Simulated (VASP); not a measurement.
```xyz
1
Lattice="0.0000 1.7053 1.7053 1.7053 0.0000 1.7053 1.7053 1.7053 0.0000" Properties=species:S:1:pos:R:3 pbc="T T T"
Ni     0.0000     0.0000     0.0000
```
Starting moments (μB, in the order of the record's atoms Ni): 0.8.

Calculation: r2SCAN meta-GGA, VASP's PBE PAW potentials (set 64) (plane waves; VASP 6.6.1). Run with 520 eV cut-off, 18×18×18 Γ-centred mesh, first-order Methfessel-Paxton smearing of 0.10 eV, potentials Ni.

**Question.** What does the run give for the cell moment, energy per atom (σ→0), pressure, band gap (on the k-mesh) with the smallest direct gap where there is one?

**Answer.** 
The band gap (on the k-mesh) is none (metal, semimetal or under 0.01 eV) and the cell moment comes out as 0.68 μB. The energy per atom (σ→0) is -11.916 eV/atom and the pressure is 14.83 GPa.

**Question.** Give the moment on each site (PAW-sphere projection).

**Answer.** 
```csv
site,moment (μB)
Ni1,0.69
```

The compound is Ni in the fcc structure. This cell is one point of a volume scan, at 0.94 of the reference volume.
